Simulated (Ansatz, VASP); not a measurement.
# BAs in two plane-wave programs

Aim: how closely do two programs agree when they are given the same cell, functional and k mesh? Valence electrons are named where the data sets of a main pair hold unlike numbers.

Method: plane waves, with VASP 6.6.1 beside it; band structure at HSE06 and band structure at r2SCANh with an exact-exchange share of 0.1, in Ansatz 0.2.0.

## Step 1: The structure

Symmetry: F-43m, No. 216, cubic system. The conventional cell has a = 4.777 Å, b = 4.777 Å, c = 4.777 Å, α = 90.00°, β = 90.00°, γ = 90.00°. Nearest to B lie 4 As at 2.07 Å. As has 4 B at 2.07 Å nearest. Farther neighbours are not listed.

## Step 2: VASP: band structure, HSE06

Levels along a path test the potential and the projectors away from the mesh points.

Lines of VASP's logs that name or quote its potential files are left out, and so is its time.

The run reads the wave functions of an earlier VASP run, which isn't shown here.

File INCAR:

```
SYSTEM = BAs
PREC = Accurate
ENCUT = 420
EDIFF = 1E-06
NELM = 100
ISMEAR = 0
SIGMA = 0.02
LREAL = .FALSE.
ALGO = Normal
LHFCALC = .TRUE.
AEXX = 0.25
GGA = PE
HFSCREEN = 0.2
LASPH = .TRUE.
NBANDS = 10
PRECFOCK = Fast
LORBIT = 11
LWAVE = .FALSE.
LCHARG = .FALSE.
KPAR = 4
```

File POSCAR:

```
BAs
1.0
    0.0000000000      2.3885000000      2.3885000000
    2.3885000000      0.0000000000      2.3885000000
    2.3885000000      2.3885000000      0.0000000000
B As
1 1
Direct
    0.0000000000      0.0000000000      0.0000000000
    0.2500000000      0.2500000000      0.2500000000
```

File KPOINTS:

```
Automatic mesh
0
Gamma
5 5 5
0 0 0
```

File KPOINTS_OPT:

```
Line mode
6
Line-mode
Reciprocal
  0.00000000   0.00000000   0.00000000 GAMMA
  0.50000000   0.00000000   0.50000000 X

  0.50000000   0.00000000   0.50000000 X
  0.50000000   0.25000000   0.75000000 W

  0.50000000   0.25000000   0.75000000 W
  0.37500000   0.37500000   0.75000000 K

  0.37500000   0.37500000   0.75000000 K
  0.00000000   0.00000000   0.00000000 GAMMA

  0.00000000   0.00000000   0.00000000 GAMMA
  0.50000000   0.50000000   0.50000000 L

  0.50000000   0.50000000   0.50000000 L
  0.62500000   0.25000000   0.62500000 U

  0.62500000   0.25000000   0.62500000 U
  0.50000000   0.25000000   0.75000000 W

  0.50000000   0.25000000   0.75000000 W
  0.50000000   0.50000000   0.50000000 L

  0.50000000   0.50000000   0.50000000 L
  0.37500000   0.37500000   0.75000000 K

  0.62500000   0.25000000   0.62500000 U
  0.50000000   0.00000000   0.50000000 X
```

Potentials, in the order of the species: B and As (PBE family, release 64).

Command:

```console
$ mpirun -np 4 vasp_std
```

Numbers of over 12 decimals in the logs are rounded to 6 here.

Log:

```text
[banner, memory and clock lines left out]
running    4 mpi-ranks, on    1 nodes
 distrk:  each k-point on    1 cores,    4 groups
 distr:  one band on    1 cores,    1 groups

 POSCAR found type information on POSCAR B As
 POSCAR found :  2 types and       2 ions
 LDA part: xc-table for (Slater+PW92), standard interpolation
 found WAVECAR, reading the header
 POSCAR, INCAR and KPOINTS ok, starting setup
 FFT: planning ... GRIDC
 FFT: planning ... GRID_SOFT
 FFT: planning ... GRID
 reading WAVECAR
 the WAVECAR file was read successfully
 initial charge from wavefunction
 entering main loop
       N       E                     dE             d eps       ncg     rms          rms(c)
DAV:   1    -0.132393270405E+02   -0.13239E+02   -0.48211E-01   210   0.499E+00    0.250E+00
DAV:   2    -0.132410799138E+02   -0.17529E-02   -0.45861E-03   222   0.508E-01    0.163E+00
DAV:   3    -0.132403117216E+02    0.76819E-03   -0.72055E-04   218   0.172E-01    0.952E-01
DAV:   4    -0.132400770404E+02    0.23468E-03   -0.14612E-04   214   0.812E-02    0.547E-01
DAV:   5    -0.132399942229E+02    0.82818E-04   -0.31837E-05   224   0.384E-02    0.311E-01
DAV:   6    -0.132399666221E+02    0.27601E-04   -0.12035E-05   218   0.218E-02    0.176E-01
DAV:   7    -0.132399588377E+02    0.77845E-05   -0.37252E-06   224   0.128E-02    0.992E-02
DAV:   8    -0.132399564980E+02    0.23397E-05   -0.10160E-06   112   0.745E-03    0.563E-02
DAV:   9    -0.132399560826E+02    0.41540E-06   -0.38904E-07   112   0.473E-03
   1 F= -.13239956E+02 E0= -.13239956E+02  d E =-.212398E-39
 Start KPOINTS_OPT (optional k-point list driver)
k-point batch [1-10\60]
       N       E                     dE             ncg
DAV:   1     0.149790311848E+03   -0.22117E+04      200
DAV:   2    -0.782169707708E+02   -0.22801E+03      302
DAV:   3    -0.903041913187E+02   -0.12087E+02      254
DAV:   4    -0.903951618709E+02   -0.90971E-01      264
DAV:   5    -0.903959346270E+02   -0.77276E-03      274
DAV:   6    -0.903959363886E+02   -0.17616E-05      250
DAV:   7    -0.903959363948E+02   -0.61274E-08      242
[...]
k-point batch [51-60\60]
       N       E                     dE             ncg
DAV:   1     0.442494910710E+02   -0.31620E+04      200
DAV:   2    -0.154712826230E+03   -0.19896E+03      262
DAV:   3    -0.163389066570E+03   -0.86762E+01      252
DAV:   4    -0.163464819252E+03   -0.75753E-01      284
DAV:   5    -0.163465087899E+03   -0.26865E-03      260
DAV:   6    -0.163465088260E+03   -0.36063E-06      254
```

From OUTCAR (step 2):

```text
ion  position               nearest neighbor table
   1  0.000  0.000  0.000-   2 2.07   2 2.07   2 2.07   2 2.07
   2  0.250  0.250  0.250-   1 2.07   1 2.07   1 2.07   1 2.07

  LATTYP: Found a face centered cubic cell.
 ALAT       =     4.7770000000

 Subroutine GETGRP returns: Found 24 space group operations
 (whereof 24 operations were pure point group operations)

The static configuration has the point symmetry T_d .

 Found     10 irreducible k-points:

   k-points           NKPTS =     10   k-points in BZ     NKDIM =    125   number of bands    NBANDS=     10

   dimension x,y,z NGX =    24 NGY =   24 NGZ =   24
   dimension x,y,z NGXF=    48 NGYF=   48 NGZF=   48

   ENCUT  =  420.0 eV  30.87 Ry    5.56 a.u.   5.64  5.64  5.64*2*pi/ulx,y,z

   NELECT =       8.0000    total number of electrons

 k-points in reciprocal lattice and weights: Automatic mesh
   0.00000000  0.00000000  0.00000000       0.008
   0.20000000  0.00000000  0.00000000       0.064
   0.40000000  0.00000000  0.00000000       0.064
   0.20000000  0.20000000  0.00000000       0.048
   0.40000000  0.20000000  0.00000000       0.192
  -0.40000000  0.20000000  0.00000000       0.192
  -0.20000000  0.20000000  0.00000000       0.096
   0.40000000  0.40000000  0.00000000       0.048
  -0.40000000  0.40000000  0.00000000       0.096
  -0.40000000  0.40000000  0.20000000       0.192

  exchange ACFDT corr.  =         0.00000000  see jH, gK, PRB 81, 115126

 average (electrostatic) potential at core
       1 -23.8329       2 -45.0716

 E-fermi :   5.8882

 k-point     1 :       0.0000    0.0000    0.0000
  band No.  band energies     occupation
      1     -11.2483      2.00000
      2       5.7058      2.00000
      3       5.7058      2.00000
      4       5.7058      2.00000
      5       9.8454      0.00000
      6       9.8454      0.00000
      7       9.8454      0.00000
      8      11.6202      0.00000
      9      16.3598      0.00000
    ...

 k-point     2 :       0.2000    0.0000    0.0000
  band No.  band energies     occupation
      1     -10.5324      2.00000
      2       1.6303      2.00000
      3       4.7706      2.00000
      4       4.7706      2.00000
      5       9.8417      0.00000
      6      11.0406      0.00000
      7      11.0406      0.00000
      8      14.1608      0.00000
      9      17.9258      0.00000
    ...

 k-point     3 :       0.4000    0.0000    0.0000
  band No.  band energies     occupation
      1      -8.6594      2.00000
      2      -3.0214      2.00000
      3       3.8422      2.00000
      4       3.8422      2.00000
      5       9.3670      0.00000
      6      11.4751      0.00000
      7      11.4751      0.00000
      8      15.7870      0.00000
      9      19.0806      0.00000
    ...

  energy-cutoff  :      420.00
  volume of cell :       27.25
      direct lattice vectors                 reciprocal lattice vectors
     0.000000000  2.388500000  2.388500000    -0.209336404  0.209336404  0.209336404
     2.388500000  0.000000000  2.388500000     0.209336404 -0.209336404  0.209336404
     2.388500000  2.388500000  0.000000000     0.209336404  0.209336404 -0.209336404

 POSITION                                       TOTAL-FORCE (eV/Angst)
 -----------------------------------------------------------------------------------
      0.00000      0.00000      0.00000        -0.000000     -0.000000     -0.000000
      1.19425      1.19425      1.19425         0.000000      0.000000      0.000000
 -----------------------------------------------------------------------------------
    total drift:                                0.000000      0.000000      0.000000

  FREE ENERGIE OF THE ION-ELECTRON SYSTEM (eV)
  ---------------------------------------------------
  free  energy   TOTEN  =       -13.2399560826 eV

  energy  without entropy=      -13.2399560826  energy(sigma->0) =      -13.23995608

 total charge
# of ion       s       p       d       tot
------------------------------------------
    1        0.652   1.179   0.000   1.831
    2        1.184   1.705   0.092   2.981
--------------------------------------------------
tot          1.836   2.883   0.092   4.812

[... 3 further parts left out ...]
```

The k-mesh is coarse for exact exchange; levels may shift by about 0.1 eV on a finer one. Spin-orbit coupling is off here; it would split degenerate levels, and it lifts a valence top of As p states by about 0.1 eV. The PAW data sets were made with PBE, which is usual practice but a small mismatch for other functionals.

## Step 3: Ansatz: band structure, HSE06

Ansatz runs on its default PAW (the set named soft_2) files.

The same cell, functional, mesh and smearing now go to Ansatz, which takes its cutoff from its data sets.

File input.yaml:

```yaml
crystal:
  lattice:
    - [0.0, 2.3885, 2.3885]
    - [2.3885, 0.0, 2.3885]
    - [2.3885, 2.3885, 0.0]
  atoms:
    - { symbol: B, position: [0.0, 0.0, 0.0] }
    - { symbol: As, position: [0.25, 0.25, 0.25] }
hamiltonian:
  xc: { exchange: pbe, correlation: pbe, exx: { coeff: 0.25, omega: 0.2 } }
  pseudopotentials: { kind: paw }
kpoints:
  mp_grid: { grid: [5, 5, 5] }
  band_path:
    path:
      - [0.0, 0.0, 0.0]
      - [0.4, 0.0, 0.4]
      - [0.5, 0.0, 0.5]
      - [0.5, 0.2, 0.7]
      - [0.4, 0.35, 0.75]
      - [0.15, 0.15, 0.3]
      - [0.2, 0.2, 0.2]
      - [0.55, 0.4, 0.55]
      - [0.6, 0.25, 0.65]
      - [0.5, 0.25, 0.75]
      - [0.5, 0.5, 0.5]
      - [0.375, 0.375, 0.75]
      - [0.5, 0.0, 0.5]
    npoints: 1
scf:
  occupations: { method: gaussian, width: 0.02 }
  n_extra_bands: 7
output:
  forces: true
  stress: true
  eigenvalues: true
  write_density: true
  write_potential: true
  elf: true
  volumetric_format: npy
```

Command:

```console
$ ansatz run input.yaml --threads 4 --pin off --max-ram 9216MiB --backend cpu --events-out ev --progress --plain --runs-dir out
```

Log:

```text
Warning: output.stress: scf.convergence.dr2_threshold = 1e-7 eV (the SCF's general default) is looser than the 2e-10 eV advised for a printed stress (1e-10 eV for each atom of the cell: 2). What an SCF threshold leaves in a stress goes as its square root, and in the free energy as the threshold itself, and one threshold admits the most on a small cell: [figures from the program's tests cut] Set scf.convergence.dr2_threshold to 2e-10 eV or tighter. The threshold is an SCF's pass mark: one that does not reach it within its budget of iterations ends unconverged, or closes short of it on a stop that the run arms, and scf.convergence.dr2_threshold's page says what that costs each kind of run
Warning: output.stress: scf.exx.energy_threshold = 1e-6 eV is looser than the 2e-8 eV advised for a stress under a hybrid functional (1e-8 eV for each atom of the cell: 2). Every SCF of the exchange loop can meet its threshold on dr2 while the loop round them stops early: no threshold on dr2 bounds what that leaves in the stress. Set scf.exx.energy_threshold to 2e-8 eV or tighter. The threshold is the loop's pass mark: a loop that does not reach it within its budget of cycles ends unconverged, and scf.exx.energy_threshold's page has the law
scf.n_extra_bands = 7 over 9 filled bands (N_el = 18.0): the run solves 16 bands
Engine: ansatz 0.2.0, x86_64-unknown-linux-gnu
Pseudopotentials: kind: paw
Pseudopotential: B, paw, valence charge 3, recommended cutoff 420 eV (normal), B.paw.azcp
Pseudopotential: As, paw, valence charge 15, recommended cutoff 420 eV (normal), As.paw.azcp
Functional definition: unnamed
  parameter a_1 = 0.25
  parameter omega_1 = 0.2/angstrom
  exchange = pbe_x + (-a_1)*pbe_x_sr(omega_1) + a_1*exact_x_sr(omega_1)
  correlation = pbe_c
Crystal: 2 atoms, lattice volume = 27.252 Å³
Basis set: ecut = 420 eV, 531 PW (Γ), exchange–correlation on 48×48×48 points (8 copies of the dense FFT grid, shifted against one another)
Bands: 16, of which v1, the nominal top of the filled ones, is band 9 counted from 1 (8 counted from 0)
Symmetry: 24 space group operations
Space group: F-43m (ITA 216), of the structure as read, at distance tolerance 3.0e-5 Å
k-points: 10 of 125 (time reversal used)
Non-local potential: B, projectors of the file, l = 0: 2, l = 1: 2, l = 2: 1
Non-local potential: As, projectors of the file, l = 0: 2, l = 1: 2, l = 2: 3, l = 3: 1
PAW form: soft (Blöchl's): semilocal exchange-correlation on the pseudo side does not see the compensation charge
PAW frozen core: B, regenerated for the run's functional, and the local potential with it (the file was generated under x = pbe(κ = 0.804, μ = 0.219515), c = pbe(β = 0.066725))
PAW frozen core: As, regenerated for the run's functional, and the local potential with it (the file was generated under x = pbe(κ = 0.804, μ = 0.219515), c = pbe(β = 0.066725))
PAW one-centre angular grid: B, 110 points (default); XC on 64 Gauss nodes
PAW one-centre angular grid: As, 590 points (default); XC on 64 Gauss nodes
Initial density: superposition of atomic densities (neutral atoms: chi_scale 0, normalization atom), corrected by the library's trained network
Initial wavefunctions: pseudopotential atomic-orbital guess
Functional: x = pbe(κ = 0.804, μ = 0.219515), c = pbe(β = 0.066725), warm-up for x = pbe(κ = 0.804, μ = 0.219515) + 0.25 (exact − pbe) at short range (hse, ω = 0.2 Å⁻¹), c = pbe(β = 0.066725)
SCF iter   1: F=—  HF=-5012.043349 eV  |F-HF|=—  |Δ(HF+E_count)|=         —  Δρ=1.25e-3  dr2=3.29e-4  ethr=1.77e-3  ⟨swp⟩=9.5  Hψ=740  notcnv=0
preconditioner: auto → none  [insulator: Δε(μ)=1.183 eV  Ē_g=15.620 eV  σ=0.020 eV  W_gap=1.00  n_scr=8 (ndim 8)  ℏωp=20.1 eV  f_vac=0.001  D(μ)=0.00/eV (n_scr^D=0)]
SCF iter   2: F=-5012.043480 eV  HF=-5012.043440 eV  |F-HF|=4.02e-5  |Δ(HF+E_count)|=   9.07e-5  Δρ=5.70e-4  dr2=6.85e-5  ethr=1.83e-6  ⟨swp⟩=4.4  Hψ=439  notcnv=0  defer=1
SCF 1 stopped early in 2 iterations: F = -5012.043480 eV  dr2 = 6.85e-5
  greatest PAW one-centre occupation: 0.999 electrons in one spin orbital (limit 2), on the As atom at site 1 (counted from 0), in its partial waves of l = 2
Initial density: handed on by an earlier stage of this run
Initial wavefunctions: those handed on with the density
Functional: x = pbe(κ = 0.804, μ = 0.219515) + 0.25 (exact − pbe) at short range (hse, ω = 0.2 Å⁻¹), c = pbe(β = 0.066725)
Exchange kernel: α = 0.2500, screened, ω = 0.2000 Å⁻¹, Wigner–Seitz truncation, v(0) = 1111.5688 eV·Å³, q-mesh 5×5×5, nearest image of the exchange supercell L = 16.89 Å, pair-density grid 15×15×15, without the augmentation charges, whose exchange is taken in its separable form by FFT convolution over the k-point mesh (sized by the pseudopotential files, 20×20×20 at the most), smooth part of the exact exchange by density-matrix convolution
Frozen-core exchange: fock
SCF iter   1: F=—  HF=-5013.448395 eV  |F-HF|=—  |Δ(HF+E_count)|=         —  Δρ=6.60e-3  dr2=6.61e-3  ethr=3.80e-6  ⟨swp⟩=5.4  Hψ=693  notcnv=0
preconditioner: auto → none  [insulator: Δε(μ)=1.816 eV  Ē_g=17.428 eV  σ=0.020 eV  W_gap=1.00  n_scr=8 (ndim 8)  ℏωp=20.1 eV  f_vac=0.001  D(μ)=0.00/eV (n_scr^D=0)]
SCF iter   2: F=—  HF=-5013.440678 eV  |F-HF|=—  |Δ(HF+E_count)|=   7.72e-3  Δρ=3.04e-3  dr2=1.77e-3  ethr=3.80e-6  ⟨swp⟩=4.0  Hψ=510  notcnv=0
SCF iter   3: F=—  HF=-5013.440354 eV  |F-HF|=—  |Δ(HF+E_count)|=   3.24e-4  Δρ=1.31e-3  dr2=3.65e-4  ethr=3.80e-6  ⟨swp⟩=2.9  Hψ=321  notcnv=0
SCF iter   4: F=—  HF=-5013.443892 eV  |F-HF|=—  |Δ(HF+E_count)|=   3.54e-3  Δρ=1.04e-3  dr2=1.07e-4  ethr=8.77e-7  ⟨swp⟩=3.8  Hψ=428  notcnv=0
SCF iter   5: F=—  HF=-5013.443835 eV  |F-HF|=—  |Δ(HF+E_count)|=   5.76e-5  Δρ=3.99e-4  dr2=1.69e-5  ethr=5.88e-7  ⟨swp⟩=2.0  Hψ=250  notcnv=0
iter 6 solved again at ethr=2.95e-9 eV; its pass at ethr=8.52e-8 eV (dr2=5.31e-7 eV) is discarded
SCF iter   6: F=-5013.443825 eV  HF=-5013.443826 eV  |F-HF|=4.81e-7  |Δ(HF+E_count)|=   9.24e-6  Δρ=6.92e-5  dr2=2.12e-6  ethr=2.95e-9  ⟨swp⟩=2.1  Hψ=606  notcnv=0  defer=1
SCF 2 stopped early in 6 iterations: F = -5013.443825 eV  dr2 = 2.12e-6
hybrid outer 1: dexx = +4.087e-3 eV, tail = 5.26e-5 eV
Exchange kernel: α = 0.2500, screened, ω = 0.2000 Å⁻¹, Wigner–Seitz truncation, v(0) = 1111.5688 eV·Å³, q-mesh 5×5×5, nearest image of the exchange supercell L = 16.89 Å, pair-density grid 15×15×15, without the augmentation charges, whose exchange is taken in its separable form by FFT convolution over the k-point mesh (sized by the pseudopotential files, 20×20×20 at the most), smooth part of the exact exchange by density-matrix convolution
Frozen-core exchange: fock
SCF iter   1: F=—  HF=-5013.444077 eV  |F-HF|=—  |Δ(HF+E_count)|=         —  Δρ=1.01e-4  dr2=1.68e-6  ethr=1.46e-6  ⟨swp⟩=3.1  Hψ=332  notcnv=0
preconditioner: auto → none  [insulator: Δε(μ)=1.857 eV  Ē_g=17.434 eV  σ=0.020 eV  W_gap=1.00  n_scr=8 (ndim 8)  ℏωp=20.1 eV  f_vac=0.001  D(μ)=0.00/eV (n_scr^D=0)]
SCF iter   2: F=—  HF=-5013.444077 eV  |F-HF|=—  |Δ(HF+E_count)|=   1.37e-7  Δρ=1.67e-5  dr2=7.82e-8  ethr=7.94e-9  ⟨swp⟩=4.0  Hψ=386  notcnv=0
SCF iter   3: F=—  HF=-5013.444078 eV  |F-HF|=—  |Δ(HF+E_count)|=   4.69e-7  Δρ=1.05e-5  dr2=1.89e-8  ethr=1.42e-10  ⟨swp⟩=4.0  Hψ=406  notcnv=0
SCF iter   4: F=-5013.444078 eV  HF=-5013.444078 eV  |F-HF|=1.01e-9  |Δ(HF+E_count)|=   1.92e-9  Δρ=3.39e-6  dr2=1.93e-9  ethr=8.98e-11  ⟨swp⟩=2.1  Hψ=264  notcnv=0
SCF 3 converged in 4 iterations: F = -5013.444078 eV  dr2 = 1.93e-9
  Residual-converged pass: ⟨swp⟩=2.8  Hψ=341  notcnv=0  max |occ|·‖R‖ = 2.2e-6 eV (tolerance 2.4e-6 eV)  dr2=1.93e-9  dr2_onsite=2.89e-10  max |Δocc| = 0.0e0
hybrid outer 2: dexx = +6.529e-7 eV, tail = 2.37e-8 eV, Δε = 2.69e-3 eV (about 1.06e-4 eV left of the loop's levels)
NSCF: frozen V_eff on 13 k-points
hybrid SCF converged: 2 outer / 10 inner (+2 warm-up), last move |dexx| = 6.53e-7 eV, tail = 2.37e-8 eV
Stability not checked: this state was not tested for a lower state beside it, because the functional holds exact exchange (a hybrid, or Hartree-Fock), whose exchange loop this test does not read (fock_operator; see scf.lower_state_search)
Free energy (F): -5013.444078 eV
Frozen-core exchange: fock
Harris-Foulkes:  -5013.444078 eV  (|F-HF|=1.01e-9)
Internal energy: -5013.444078 eV  (E = F + TS)
E sigma→0 (E₀):  -5013.444078 eV
Fermi energy:    11.662941 eV
--- Per-component energies (eV) ---
  E_band       = -257.235586
  E_kinetic    = 151.224551
  E_local      = -1693.688837  (includes V_loc(G=0)·N_el)
  E_nonlocal   = -658.794780
  E_hartree    = 941.009647
  E_xc         = -90.191647
  E_vxc        = -94.602665  (∫ρ·V_xc dr)
  E_exx        = -66.983461  (= α·E_x^exact, valence–valence)
  E_paw        = -1869.471854  (= ΣΔE_a)
  E_vpaw       = 290.573069  (= ΣTr[D̂ρ^β])
  E_aug_tail   = 0.000007  (compensation charges beyond the density's cutoff)
  E_ewald      = -1725.774997
  E_core_change = -0.772710  (= ΣΔE_core)
  E_smearing   = -0.000000  (= −TS)
  E_closure    = 0.000003  (closes the sum)
  Σ components = -5013.444078   (vs F -5013.444078, Δ=0.00e0)
--- Forces (eV/Å), atoms counted from 1 ---
  atom   1  B      0.00000000    -0.00000000     0.00000000
  atom   2  As     0.00000000    -0.00000000     0.00000000
  max |Σ_I F_I| component: 4.85e-16 eV/Å
--- Stress (GPa, compression-positive) ---
       -0.343163       0.000000      -0.000000
        0.000000      -0.343163       0.000000
       -0.000000       0.000000      -0.343163
  P = ⅓ Tr σ = -0.3432 GPa (-3.432 kbar)
--- Band table (eV; the first three rows and the last of 10) ---
  k-point 0: bands = [... 5 lower, -6.2176, 10.7345, 10.7345, 10.7345, 14.8778, 14.8778, 14.8778, 16.6397, ... 3 higher]
  k-point 1: bands = [... 5 lower, -5.5011, 6.6530, 9.7965, 9.7965, 14.8688, 16.0785, 16.0785, 19.1841, ... 3 higher]
  k-point 2: bands = [... 5 lower, -3.6233, 1.9965, 8.8660, 8.8660, 14.3930, 16.5168, 16.5168, 20.8030, ... 3 higher]
  k-point 9: bands = [... 5 lower, -2.0677, 2.2731, 4.7711, 6.2100, 16.0916, 17.0329, 17.9318, 21.8383, ... 3 higher]
```

It took 14 s on 4 threads of Intel Xeon Platinum 8488C (Sapphire Rapids), shared host; peak memory 0.69 GiB; 48 s of CPU time.

[end of part 1 of 2]

[Lines on the potential files, build, host, timing and source positions are cut from VASP's logs without a mark.]

[Logs are printed without paths, hosts, clocks, repeated set-up lines and the standing remarks that a program may print on its own settings, such as how far it seeks lower states.]

[Hosts, paths, dates, database ids (printed as entryN), source tags and the programs' standing remarks are cut or masked in the printed files.]
